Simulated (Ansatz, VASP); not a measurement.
# Ti16Si19C19S32 (1T-TiS2/h-SiC heterobilayer) in two plane-wave programs

Aim: how closely do two programs agree when they are given the same cell, functional and k mesh? The structure shown is the start of the Ansatz relaxation below; VASP solves that cell, so the two are compared at the walk's first step.

Calculated with Ansatz 0.2.0; plane waves, with VASP 6.6.1 beside it; single point at PBE with D3(BJ).

## (1) The starting structure

The cell holds 86 atoms: 16 Ti, 32 S, 19 Si and 19 C. Cell: a = 13.576 Å, b = 13.576 Å, c = 22.050 Å, α = 90.0°, β = 90.0°, γ = 120.0°. As first built, before any earlier steps moved the atoms (in the runner's words): 16 cells of 1T-TiS2 (a = 3.41 A, strained -0.47 %) and 19 cells of h-SiC (a = 3.1 A, +0.47 %) on one hexagonal cell, twist 36.59 deg; facing atoms 3.19 A apart;; displaced by a Gaussian of 0.01 A. Vacuum lies along c.

## (2) Ansatz: relaxation, PBE with D3(BJ)

Ansatz runs on its default PAW (the set named soft_2) files.

The two programs are compared at the cell with which this relaxation starts, whose forces are those of its first step.

The input, input.yaml:

```yaml
crystal:
  lattice:
    - [13.5763, 0.0, 0.0]
    - [-6.78815, 11.75742, 0.0]
    - [0.0, 0.0, 22.05]
  atoms:
    - { symbol: Ti, position: [0.00097, 0.00073, 0.42828] }
    - { symbol: S, position: [0.08343, 0.16739, 0.49216] }
    - { symbol: S, position: [0.16694, 0.08253, 0.36308] }
    - { symbol: Ti, position: [0.99941, 0.25007, 0.42748] }
    - { symbol: S, position: [0.08395, 0.41666, 0.4917] }
    - { symbol: S, position: [0.1663, 0.33198, 0.36331] }
    - { symbol: Ti, position: [0.00013, 0.50114, 0.42745] }
    - { symbol: S, position: [0.08239, 0.66541, 0.49253] }
    - { symbol: S, position: [0.16715, 0.5843, 0.36272] }
    - { symbol: Ti, position: [0.99931, 0.74965, 0.42726] }
    - { symbol: S, position: [0.08444, 0.9175, 0.49242] }
    - { symbol: S, position: [0.16795, 0.83187, 0.36278] }
    - { symbol: Ti, position: [0.25005, 0.00027, 0.4271] }
    - { symbol: S, position: [0.33131, 0.16709, 0.49346] }
    - { symbol: S, position: [0.41558, 0.08328, 0.36318] }
    - { symbol: Ti, position: [0.24885, 0.25029, 0.42781] }
    - { symbol: S, position: [0.33389, 0.4171, 0.49196] }
    - { symbol: S, position: [0.41738, 0.33378, 0.36211] }
    - { symbol: Ti, position: [0.25133, 0.49959, 0.42739] }
    - { symbol: S, position: [0.33358, 0.66756, 0.49257] }
    - { symbol: S, position: [0.41571, 0.58314, 0.36215] }
    - { symbol: Ti, position: [0.25083, 0.75032, 0.42763] }
    - { symbol: S, position: [0.33387, 0.91694, 0.49256] }
    - { symbol: S, position: [0.4156, 0.83369, 0.36288] }
    - { symbol: Ti, position: [0.49851, 0.9994, 0.42728] }
    - { symbol: S, position: [0.58309, 0.16705, 0.49241] }
    - { symbol: S, position: [0.66779, 0.08171, 0.36349] }
    - { symbol: Ti, position: [0.49966, 0.24984, 0.4283] }
    - { symbol: S, position: [0.58417, 0.41601, 0.4929] }
    - { symbol: S, position: [0.66498, 0.33255, 0.36252] }
    - { symbol: Ti, position: [0.50205, 0.50129, 0.42782] }
    - { symbol: S, position: [0.58223, 0.66503, 0.49221] }
    - { symbol: S, position: [0.66744, 0.58326, 0.36248] }
    - { symbol: Ti, position: [0.49924, 0.75022, 0.42717] }
    - { symbol: S, position: [0.58261, 0.91719, 0.49122] }
    - { symbol: S, position: [0.66667, 0.83337, 0.36341] }
    - { symbol: Ti, position: [0.74981, 0.00091, 0.42801] }
    - { symbol: S, position: [0.83393, 0.1661, 0.4922] }
    - { symbol: S, position: [0.91591, 0.08204, 0.36293] }
    - { symbol: Ti, position: [0.7499, 0.25028, 0.42834] }
    - { symbol: S, position: [0.83361, 0.4163, 0.4921] }
    - { symbol: S, position: [0.91752, 0.33392, 0.36226] }
    - { symbol: Ti, position: [0.74968, 0.50081, 0.42799] }
    - { symbol: S, position: [0.83371, 0.66806, 0.49259] }
    - { symbol: S, position: [0.91479, 0.58387, 0.36248] }
    - { symbol: Ti, position: [0.74928, 0.74978, 0.42767] }
    - { symbol: S, position: [0.83203, 0.91543, 0.49248] }
    - { symbol: S, position: [0.91694, 0.8329, 0.363] }
    - { symbol: Si, position: [0.91472, 0.15261, 0.63763] }
    - { symbol: C, position: [0.93307, 0.02923, 0.6369] }
    - { symbol: Si, position: [0.01892, 0.41464, 0.63758] }
    - { symbol: C, position: [0.03657, 0.29181, 0.63814] }
    - { symbol: Si, position: [0.86167, 0.52053, 0.63679] }
    - { symbol: C, position: [0.87841, 0.39742, 0.63693] }
    - { symbol: Si, position: [0.96858, 0.78441, 0.63702] }
    - { symbol: C, position: [0.98501, 0.6615, 0.63838] }
    - { symbol: Si, position: [0.07094, 0.04626, 0.6367] }
    - { symbol: C, position: [0.08942, 0.92224, 0.6374] }
    - { symbol: Si, position: [0.17653, 0.30784, 0.63712] }
    - { symbol: C, position: [0.19559, 0.1867, 0.6379] }
    - { symbol: Si, position: [0.125, 0.67824, 0.63708] }
    - { symbol: C, position: [0.14316, 0.55613, 0.6374] }
    - { symbol: Si, position: [0.23157, 0.94103, 0.63772] }
    - { symbol: C, position: [0.24776, 0.81853, 0.63765] }
    - { symbol: Si, position: [0.3339, 0.20358, 0.63744] }
    - { symbol: C, position: [0.35241, 0.08083, 0.63707] }
    - { symbol: Si, position: [0.43979, 0.46752, 0.6376] }
    - { symbol: C, position: [0.4585, 0.34571, 0.63722] }
    - { symbol: Si, position: [0.28176, 0.57281, 0.63685] }
    - { symbol: C, position: [0.30167, 0.44978, 0.63715] }
    - { symbol: Si, position: [0.38889, 0.83715, 0.63735] }
    - { symbol: C, position: [0.40433, 0.71205, 0.63737] }
    - { symbol: Si, position: [0.49233, 0.09918, 0.63678] }
    - { symbol: C, position: [0.50973, 0.97531, 0.63745] }
    - { symbol: Si, position: [0.59915, 0.36309, 0.63718] }
    - { symbol: C, position: [0.61577, 0.24002, 0.63657] }
    - { symbol: Si, position: [0.54675, 0.73169, 0.63621] }
    - { symbol: C, position: [0.56238, 0.60865, 0.63635] }
    - { symbol: Si, position: [0.65025, 0.99422, 0.6376] }
    - { symbol: C, position: [0.66866, 0.86993, 0.63709] }
    - { symbol: Si, position: [0.7554, 0.25771, 0.63736] }
    - { symbol: C, position: [0.77487, 0.13514, 0.63735] }
    - { symbol: Si, position: [0.70373, 0.62501, 0.6366] }
    - { symbol: C, position: [0.72011, 0.50235, 0.63758] }
    - { symbol: Si, position: [0.8091, 0.8904, 0.63679] }
    - { symbol: C, position: [0.82782, 0.76524, 0.63667] }
kpoints:
  mp_grid: { grid: [1, 1, 1] }
hamiltonian:
  xc: pbe
  dispersion: d3bj
scf:
  occupations: { method: gaussian, width: 0.05 }
output:
  forces: true
relax:
  f_tol: 0.05
  max_steps: 173
```

Launch:

```
> ansatz run input.yaml --threads 4 --pin off --max-ram 8192MiB --backend cpu --events-out ev --progress --plain --runs-dir out
```

Numbers of over 12 decimals in the logs are rounded to 6 here.

Output:

```text
Engine: ansatz 0.2.0, aarch64-unknown-linux-gnu
Pseudopotentials: kind: paw
Pseudopotential: Ti, paw, valence charge 12, recommended cutoff 420 eV (normal), Ti.paw.azcp
Pseudopotential: S, paw, valence charge 6, recommended cutoff 420 eV (normal), S.paw.azcp
Pseudopotential: Si, paw, valence charge 4, recommended cutoff 420 eV (normal), Si.paw.azcp
Pseudopotential: C, paw, valence charge 4, recommended cutoff 420 eV (normal), C.paw.azcp
Functional definition: PBE
  parameter kappa = 0.804
  parameter beta = 0.066725
  exchange = pbe_x(kappa = kappa, mu = beta*pi^2/3)
  correlation = pbe_c(beta = beta)
Crystal: 86 atoms, lattice volume = 3519.671 Å³
Basis set: ecut = 420 eV, 68881 PW (Γ), exchange–correlation on 192×192×300 points (8 copies of the dense FFT grid, shifted against one another)
Bands: 354, of which v1, the nominal top of the filled ones, is band 268 counted from 1 (267 counted from 0)
Symmetry: 1 space group operations
Space group: P1 (ITA 1), of the structure as read, at distance tolerance 1.5e-4 Å
k-points: 1
Non-local potential: Ti, projectors of the file, l = 0: 3, l = 1: 2, l = 2: 3, l = 3: 1
Non-local potential: S, projectors of the file, l = 0: 2, l = 1: 2, l = 2: 2
Non-local potential: Si, projectors of the file, l = 0: 2, l = 1: 2, l = 2: 2
Non-local potential: C, projectors of the file, l = 0: 2, l = 1: 2, l = 2: 1
PAW form: soft (Blöchl's): semilocal exchange-correlation on the pseudo side does not see the compensation charge
PAW one-centre angular grid: Ti, 590 points (default); XC on 64 Gauss nodes
PAW one-centre angular grid: S, 110 points (default); XC on 64 Gauss nodes
PAW one-centre angular grid: Si, 110 points (default); XC on 64 Gauss nodes
PAW one-centre angular grid: C, 110 points (default); XC on 64 Gauss nodes
Initial density: superposition of atomic densities (neutral atoms: chi_scale 0, normalization atom), corrected by the library's trained network
Initial wavefunctions: pseudopotential atomic-orbital guess
Functional: x = pbe(κ = 0.804, μ = 0.219515), c = pbe(β = 0.066725)
SCF iter   1: F=—  HF=-85780.184399 eV  |F-HF|=—  |Δ(HF+E_count)|=         —  Δρ=5.05e-3  dr2=3.22e0  ethr=1.77e-3  ⟨swp⟩=7.0  Hψ=1665  notcnv=0
preconditioner: auto → LDOS  [insulator: Δε(μ)=0.100 eV  Ē_g=7.641 eV  σ=0.050 eV  W_gap=0.84  n_scr=462 (ndim 8)  ℏωp=12.6 eV  f_vac=0.554  D(μ)=38.61/eV (n_scr^D=146)  ε∞_Penn≈3.7  β→1.0]
SCF iter   2: F=—  HF=-85779.881565 eV  |F-HF|=—  |Δ(HF+E_count)|=   3.03e-1  Δρ=3.26e-3  dr2=1.26e0  ethr=6.01e-4  ⟨swp⟩=2.0  Hψ=556  notcnv=0  defer=75
SCF iter   3: F=—  HF=-85779.754585 eV  |F-HF|=—  |Δ(HF+E_count)|=   1.27e-1  Δρ=1.04e-3  dr2=2.02e-1  ethr=2.35e-4  ⟨swp⟩=2.0  Hψ=443  notcnv=0  defer=75
SCF iter   4: F=—  HF=-85779.738126 eV  |F-HF|=—  |Δ(HF+E_count)|=   1.65e-2  Δρ=4.88e-4  dr2=5.52e-2  ethr=3.76e-5  ⟨swp⟩=2.0  Hψ=539  notcnv=0  defer=75
SCF iter   5: F=—  HF=-85779.732467 eV  |F-HF|=—  |Δ(HF+E_count)|=   5.66e-3  Δρ=3.30e-4  dr2=1.86e-2  ethr=1.03e-5  ⟨swp⟩=2.0  Hψ=475  notcnv=0  defer=75
SCF iter   6: F=—  HF=-85779.730855 eV  |F-HF|=—  |Δ(HF+E_count)|=   1.61e-3  Δρ=1.59e-4  dr2=3.65e-3  ethr=3.47e-6  ⟨swp⟩=2.0  Hψ=481  notcnv=0  defer=75
SCF iter   7: F=—  HF=-85779.730647 eV  |F-HF|=—  |Δ(HF+E_count)|=   2.08e-4  Δρ=6.79e-5  dr2=3.59e-4  ethr=6.81e-7  ⟨swp⟩=2.0  Hψ=446  notcnv=0  defer=75
SCF iter   8: F=-85779.730696 eV  HF=-85779.730684 eV  |F-HF|=1.21e-5  |Δ(HF+E_count)|=   3.67e-5  Δρ=1.86e-5  dr2=2.76e-5  ethr=1.17e-8  ⟨swp⟩=3.0  Hψ=1331  notcnv=0
SCF 1 converged in 8 iterations: F = -85779.730696 eV  dr2 = 2.76e-5
  greatest PAW one-centre occupation: 0.999 electrons in one spin orbital (limit 2), on the Ti atom at site 36 (counted from 0), in its partial waves of l = 0
relax step   1: F+E_penalty+E_count = -85779.73069597 eV  Δ(F+E_penalty+E_count) = +0.000e0 eV  max|allowed force component| = 1.295e0 eV/Å  Δτ_max = 0.0000 Å  (8 SCF iters, dr2 threshold 6.25e-5 eV, accepted)
Initial density: handed on by an earlier stage of this run
Initial wavefunctions: those handed on with the density
iter 1 solved again at ethr=2.32e-4 eV; its pass at ethr=3.10e-3 eV (dr2=1.24e0 eV) is discarded
SCF iter   1: F=—  HF=-85780.260201 eV  |F-HF|=—  |Δ(HF+E_count)|=         —  Δρ=5.72e-3  dr2=1.26e0  ethr=2.32e-4  ⟨swp⟩=2.0  Hψ=1262  notcnv=0  defer=39
preconditioner: auto → LDOS  [insulator: Δε(μ)=0.111 eV  Ē_g=7.505 eV  σ=0.050 eV  W_gap=0.88  n_scr=462 (ndim 8)  ℏωp=12.6 eV  f_vac=0.563  D(μ)=29.76/eV (n_scr^D=110)  ε∞_Penn≈3.8  β→1.0]
SCF iter   2: F=—  HF=-85780.297971 eV  |F-HF|=—  |Δ(HF+E_count)|=   3.78e-2  Δρ=3.12e-3  dr2=9.90e-1  ethr=2.32e-4  ⟨swp⟩=3.0  Hψ=550  notcnv=0  defer=39
SCF iter   3: F=—  HF=-85780.040078 eV  |F-HF|=—  |Δ(HF+E_count)|=   2.58e-1  Δρ=7.18e-4  dr2=7.78e-2  ethr=1.85e-4  ⟨swp⟩=2.0  Hψ=483  notcnv=0  defer=39
[...]
atom  58  C     -0.00305475     0.00155767     0.00186076
  atom  59  Si    -0.00169860    -0.00491107    -0.00791443
  atom  60  C      0.00056193    -0.00621723    -0.00271659
  atom  61  Si     0.02529763    -0.00075458     0.00010171
  atom  62  C     -0.00186451    -0.00502910     0.00461928
  atom  63  Si     0.00629253    -0.00685958    -0.00362328
  atom  64  C     -0.00614864    -0.00107116    -0.00012218
  atom  65  Si    -0.01873038     0.00962093     0.00161307
  atom  66  C     -0.00551332    -0.00486909    -0.00520693
[...]
atom  71  Si    -0.00499560    -0.02312783    -0.00047454
  atom  72  C     -0.00061640     0.00411169     0.00095880
  atom  73  Si     0.01043201     0.01857767    -0.00030239
  atom  74  C      0.00000432     0.00687582     0.00164464
  atom  75  Si     0.00622507    -0.00427787    -0.00057223
  atom  76  C     -0.00068438    -0.00384207    -0.00103401
  atom  77  Si    -0.01790594     0.01129477    -0.00255142
  atom  78  C      0.00915050    -0.00601917    -0.00226992
  atom  79  Si     0.01532624     0.01406185    -0.00483197
  atom  80  C      0.00240729    -0.01228616     0.00077343
  atom  81  Si     0.00171998    -0.01715723     0.00196874
  atom  82  C     -0.00710901    -0.00263930     0.00196415
  atom  83  Si     0.02014830     0.01018013     0.00276311
  atom  84  C     -0.00458015     0.00382747    -0.00264674
  atom  85  Si     0.01014555    -0.01040635    -0.00120123
  atom  86  C     -0.00063222    -0.00120532    -0.00029786
  max |Σ_I F_I| component: 1.62e-4 eV/Å
--- Relaxed structure (9 steps of the walk, 8 accepted, 0 SCFs on fresh bases) ---
  F+E_penalty+E_count = -85780.79190260 eV   max|allowed force component| = 3.236e-2 eV/Å
  atoms:
    - { symbol: Ti, position: [0.00974963, 0.00158555, 0.427543] }
    - { symbol: S, position: [0.082458, 0.167540, 0.491511] }
    - { symbol: S, position: [0.162871, 0.079280, 0.362189] }
    - { symbol: Ti, position: [0.989513, 0.240183, 0.426624] }
    - { symbol: S, position: [0.083275, 0.421334, 0.493929] }
    - { symbol: S, position: [0.169638, 0.335484, 0.362041] }
    - { symbol: Ti, position: [0.00919788, 0.501370, 0.429231] }
    - { symbol: S, position: [0.083634, 0.668090, 0.493252] }
    - { symbol: S, position: [0.161947, 0.579325, 0.363116] }
    - { symbol: Ti, position: [0.988795, 0.740842, 0.428684] }
    - { symbol: S, position: [0.083756, 0.921795, 0.492734] }
    - { symbol: S, position: [0.170246, 0.835029, 0.362945] }
    - { symbol: Ti, position: [0.249053, 0.000343124, 0.428318] }
    - { symbol: S, position: [0.334936, 0.167269, 0.494034] }
    - { symbol: S, position: [0.414771, 0.087830, 0.362892] }
    - { symbol: Ti, position: [0.249437, 0.261134, 0.426799] }
    - { symbol: S, position: [0.328971, 0.413382, 0.492576] }
    - { symbol: S, position: [0.416007, 0.333544, 0.363526] }
    - { symbol: Ti, position: [0.249217, 0.501543, 0.428195] }
    - { symbol: S, position: [0.335233, 0.665263, 0.493442] }
    - { symbol: S, position: [0.414855, 0.587472, 0.362657] }
    - { symbol: Ti, position: [0.249867, 0.761191, 0.428211] }
    - { symbol: S, position: [0.329020, 0.914426, 0.493640] }
    - { symbol: S, position: [0.415820, 0.833856, 0.363927] }
    - { symbol: Ti, position: [0.508777, 1.000750, 0.427462] }
    - { symbol: S, position: [0.581937, 0.166661, 0.492071] }
    - { symbol: S, position: [0.663121, 0.079403, 0.362754] }
    - { symbol: Ti, position: [0.489426, 0.240231, 0.429033] }
    - { symbol: S, position: [0.584157, 0.421598, 0.493383] }
    - { symbol: S, position: [0.669861, 0.334699, 0.362318] }
    - { symbol: Ti, position: [0.508573, 0.499504, 0.427743] }
    - { symbol: S, position: [0.581633, 0.666904, 0.492051] }
    - { symbol: S, position: [0.662244, 0.579285, 0.362407] }
    - { symbol: Ti, position: [0.490035, 0.740516, 0.428201] }
    - { symbol: S, position: [0.583818, 0.922731, 0.493848] }
    - { symbol: S, position: [0.670298, 0.835198, 0.363365] }
    - { symbol: Ti, position: [0.748710, 0.000808295, 0.429188] }
    - { symbol: S, position: [0.837278, 0.167242, 0.492943] }
    - { symbol: S, position: [0.914055, 0.085567, 0.362462] }
    - { symbol: Ti, position: [0.749775, 0.261118, 0.427655] }
    - { symbol: S, position: [0.827332, 0.414455, 0.493109] }
    - { symbol: S, position: [0.915939, 0.334979, 0.363878] }
    - { symbol: Ti, position: [0.749049, 0.500581, 0.427053] }
    - { symbol: S, position: [0.835209, 0.665324, 0.493744] }
    - { symbol: S, position: [0.916242, 0.588514, 0.362780] }
    - { symbol: Ti, position: [0.749209, 0.760370, 0.428689] }
    - { symbol: S, position: [0.827760, 0.913194, 0.494611] }
    - { symbol: S, position: [0.914836, 0.833170, 0.364274] }
    - { symbol: Si, position: [0.914969, 0.150943, 0.636551] }
    - { symbol: C, position: [0.933060, 0.028607, 0.636948] }
    - { symbol: Si, position: [0.021149, 0.414092, 0.635173] }
    - { symbol: C, position: [0.037805, 0.290923, 0.637726] }
    - { symbol: Si, position: [0.862394, 0.519220, 0.636274] }
    - { symbol: C, position: [0.880685, 0.396555, 0.637774] }
    - { symbol: Si, position: [0.967549, 0.782568, 0.637035] }
    - { symbol: C, position: [0.984675, 0.659678, 0.637201] }
    - { symbol: Si, position: [0.073117, 0.045979, 0.636868] }
    - { symbol: C, position: [0.090713, 0.922988, 0.639110] }
    - { symbol: Si, position: [0.178083, 0.308704, 0.636698] }
    - { symbol: C, position: [0.196209, 0.186208, 0.636910] }
    - { symbol: Si, position: [0.125263, 0.677193, 0.633721] }
    - { symbol: C, position: [0.143464, 0.554810, 0.635738] }
    - { symbol: Si, position: [0.231090, 0.940165, 0.637232] }
    - { symbol: C, position: [0.248149, 0.817138, 0.637418] }
    - { symbol: Si, position: [0.335925, 0.202800, 0.633406] }
    - { symbol: C, position: [0.353850, 0.080301, 0.636807] }
    - { symbol: Si, position: [0.440691, 0.466347, 0.636435] }
    - { symbol: C, position: [0.458559, 0.343683, 0.635327] }
    - { symbol: Si, position: [0.283782, 0.572579, 0.636423] }
    - { symbol: C, position: [0.300604, 0.449464, 0.638487] }
    - { symbol: Si, position: [0.388803, 0.835442, 0.636868] }
    - { symbol: C, position: [0.407155, 0.712923, 0.638315] }
    - { symbol: Si, position: [0.494149, 0.098319, 0.635718] }
    - { symbol: C, position: [0.511351, 0.975689, 0.637827] }
    - { symbol: Si, position: [0.599544, 0.362217, 0.634940] }
    - { symbol: C, position: [0.617230, 0.239511, 0.637376] }
    - { symbol: Si, position: [0.547162, 0.730092, 0.636234] }
    - { symbol: C, position: [0.564056, 0.606378, 0.637823] }
    - { symbol: Si, position: [0.651370, 0.992670, 0.635868] }
    - { symbol: C, position: [0.669643, 0.870273, 0.636001] }
    - { symbol: Si, position: [0.757466, 0.256303, 0.637644] }
    - { symbol: C, position: [0.774128, 0.133012, 0.638628] }
    - { symbol: Si, position: [0.704943, 0.624633, 0.636227] }
    - { symbol: C, position: [0.722440, 0.502023, 0.637544] }
    - { symbol: Si, position: [0.810124, 0.888442, 0.633278] }
    - { symbol: C, position: [0.827228, 0.765304, 0.636611] }
```

Reading the cycles: dr2 is the Hartree energy of the density residual (eV), the measure of convergence; HF is the Harris–Foulkes estimate of the energy, which meets the free energy F at convergence.

[end of part 1 of 2]

[Lines on the potential files, build, host, timing and source positions are cut from VASP's logs without a mark.]

[Logs are printed without paths, hosts, clocks, repeated set-up lines and the standing remarks that a program may print on its own settings, such as how far it seeks lower states.]

[Hosts, paths, dates, database ids (printed as entryN), source tags and the programs' standing remarks are cut or masked in the printed files.]
